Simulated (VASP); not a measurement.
Consider the following.

```
CELL_PARAMETERS angstrom
      0.00000     2.71389     2.71389
      2.71389     0.00000     2.71389
      2.71389     2.71389     0.00000
ATOMIC_POSITIONS crystal
  Si 0.25000 0.25000 0.25000
  Si 0.75000 0.75000 0.75000
  Ni 0.00000 0.00000 0.00000
```

Level of theory: RPBE GGA, VASP's PBE PAW potentials (set 64) (plane waves; VASP). Settings: 520 eV cut-off, 10×10×10 Γ-centred mesh, first-order Methfessel-Paxton smearing of 0.10 eV, potentials Si Ni.

### Question
Estimate the energy per atom (σ→0), pressure, band gap (on the k-mesh) with the smallest direct gap where there is one.

### Answer

- band gap (on the k-mesh) = none (metal, semimetal or under 0.01 eV)
- energy per atom (σ→0) = -5.401 eV/atom
- pressure = 3.76 GPa

Only differences to runs with the same potentials and settings are physical.

The compound is NiSi2 in the fluorite structure. This cell is one point of a volume scan, at 0.97 of the reference volume. The run is not spin-polarised, so no magnetic state was tried.
